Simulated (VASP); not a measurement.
Input:

```yaml
crystal:
  lattice:
    - [0.00000, 2.67281, 2.67281]
    - [2.67281, 0.00000, 2.67281]
    - [2.67281, 2.67281, 0.00000]
  atoms:
    - { symbol: Al, position: [0.00000, 0.00000, 0.00000] }
    - { symbol: P, position: [0.25000, 0.25000, 0.25000] }
```

The numbers are results of LDA (Ceperley-Alder, Perdew-Zunger), VASP's LDA PAW potentials (set 64) (plane waves; VASP), not measurements. Settings: 500 eV cut-off, 9×9×9 Γ-centred mesh, Gaussian smearing of 0.050 eV, potentials Al P.

What does the run give for the energy per atom (σ→0), pressure?

The energy per atom (σ→0) is -5.692 eV/atom and the pressure comes out as 4.96 GPa.

Only differences to runs with the same potentials and settings are physical.

The compound is AlP in the zinc blende structure. It was relaxed first under an external pressure of 5 GPa.
